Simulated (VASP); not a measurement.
Data:

```
CELL_PARAMETERS angstrom
      5.29714     0.00000     0.00000
      0.00000     3.42987     0.00000
      0.00000     0.00000     5.73553
ATOMIC_POSITIONS crystal
  Ni 0.50554 0.25000 0.69073
  Ni 0.49446 0.75000 0.30927
  Ni 0.99446 0.75000 0.19073
  Ni 0.00554 0.25000 0.80927
  Ge 0.68966 0.25000 0.08698
  Ge 0.31034 0.75000 0.91302
  Ge 0.81034 0.75000 0.58698
  Ge 0.18966 0.25000 0.41302
```

The numbers are results of PBE GGA, VASP's PBE PAW potentials (set 64) (plane waves; VASP 6.6.1), not measurements. Numerical set-up: 300 eV cut-off, 4×5×3 Γ-centred mesh, Fermi-Dirac smearing of 0.050 eV, potentials Ni Ge_d.

At this cut-off the stress carries a Pulay error, which pulls relaxed volumes low.

Task: Which forces act on the atoms, in eV/Å?

Result: 
```json
[
 {"atom": "Ni1", "Fx": "0.105", "Fy": "0.000", "Fz": "-0.058"},
 {"atom": "Ni2", "Fx": "-0.105", "Fy": "0.000", "Fz": "0.058"},
 {"atom": "Ni3", "Fx": "-0.105", "Fy": "0.000", "Fz": "-0.058"},
 {"atom": "Ni4", "Fx": "0.105", "Fy": "0.000", "Fz": "0.058"},
 {"atom": "Ge5", "Fx": "-0.099", "Fy": "0.000", "Fz": "0.035"},
 {"atom": "Ge6", "Fx": "0.099", "Fy": "0.000", "Fz": "-0.035"},
 {"atom": "Ge7", "Fx": "0.099", "Fy": "0.000", "Fz": "0.035"},
 {"atom": "Ge8", "Fx": "-0.099", "Fy": "0.000", "Fz": "-0.035"}
]
```

Task: Give the stress tensor in GPa (positive for a compressed cell).

Result: 
```
7.99  0.00  0.00
0.00  6.32  0.00
0.00  0.00  7.38
```
The pressure is its mean diagonal, 7.23 GPa.

The structure comes from a computed database's NiGe entry; how it stands against other phases isn't given here. The cell was not relaxed at this level. The k-mesh is coarse (spacing up to 0.37 per Å, 2π included), so the numbers may not be converged in it. The run is not spin-polarised, so no magnetic state was tried.
